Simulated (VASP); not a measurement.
Here is the system:

```xyz
2
Lattice="0.0518 2.5891 2.5891 2.5891 0.0518 2.5891 2.6409 2.6409 0.0000" Properties=species:S:1:pos:R:3 pbc="T T T"
Mg     0.0000     0.0000     0.0000
S      2.6409     2.6409     2.5891
```

The numbers are results of PBEsol GGA, VASP's PBE PAW potentials (set 64) (plane waves; VASP 6.6.1), not measurements. Settings: 480 eV cut-off, 8×8×8 Γ-centred mesh, Gaussian smearing of 0.050 eV, potentials Mg S.

Give the stress tensor in GPa (positive for a compressed cell).

```
 0.05  -2.18   0.00
-2.18   0.05   0.00
 0.00   0.00  -0.09
```
The pressure is its mean diagonal, 0.01 GPa.

The compound is MgS in the rock salt structure. This cell was strained or had an atom moved on purpose.
